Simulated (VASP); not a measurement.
Given:

```
CELL_PARAMETERS angstrom
      1.59528    -2.76310     0.00000
      1.59528     2.76310     0.00000
      0.00000     0.00000     3.53603
ATOMIC_POSITIONS crystal
  Hf 0.00000 0.00000 0.00000
  B  0.33333 0.66667 0.50000
  B  0.66667 0.33333 0.50000
```

Method: PBE GGA, VASP's PBE PAW potentials (set 64) (plane waves; VASP). Run with 400 eV cut-off, 10×10×8 Γ-centred mesh, Gaussian smearing of 0.10 eV, potentials Hf_pv B.

At this cut-off the stress carries a Pulay error, which pulls relaxed volumes low. Unless said otherwise, spin-orbit coupling is left out, though it shifts the bands of the heavy elements here.

### Question
Estimate the energy per atom (σ→0), pressure, band gap (on the k-mesh) with the smallest direct gap where there is one.

### Answer

```
Item                                                         Value
------------------------  ----------------------------------------
band gap (on the k-mesh)  none (metal, semimetal or under 0.01 eV)
energy per atom (σ→0)                               -8.784 eV/atom
pressure                                                -10.26 GPa
```

The absolute energy has meaning only against runs of the same code, potentials and settings.

The structure is a typed HfB2 crystal (P6/mmm). The cell was not relaxed at this level.
